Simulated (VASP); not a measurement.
Data:

```xyz
2
Lattice="2.9606 0.0000 0.0000 0.0000 2.9606 0.0000 0.0000 0.0000 2.9606" Properties=species:S:1:pos:R:3 pbc="T T T"
Zn     1.4803     1.4803     1.4803
Cu     0.0000     0.0000     0.0000
```

All values below come from PBE GGA with spin-orbit coupling, VASP's PBE PAW potentials (set 64) (plane waves; VASP). Numerical set-up: 400 eV cut-off, 11×11×11 Γ-centred mesh, Gaussian smearing of 0.050 eV, potentials Zn Cu.

Question: Give the energies of bands 15 to 28 at the high-symmetry points, in eV from the Fermi level.

Answer: 
```
band      Γ      X      M      R
----  -----  -----  -----  -----
15    -3.47  -3.58  -2.79  -4.07
16    -3.47  -3.58  -2.79  -4.07
17    -2.66  -3.22  -2.74  -2.37
18    -2.66  -3.22  -2.74  -2.37
19    -2.66  -3.10  -2.37  -2.37
20    -2.66  -3.10  -2.37  -2.37
21    -2.50  -2.67  -1.76   3.83
22    -2.50  -2.67  -1.76   3.83
23     6.08  -1.90  -1.75   4.31
24     6.08  -1.90  -1.75   4.31
25     6.35  11.56   1.77   4.43
26     6.35  11.56   1.77   4.43
27     6.35  11.76   2.13   4.43
28     6.35  11.76   2.13   4.43
```

It has no gap at this level: it comes out as a metal or semimetal.

The compound is CuZn in the CsCl type structure. It was relaxed first.
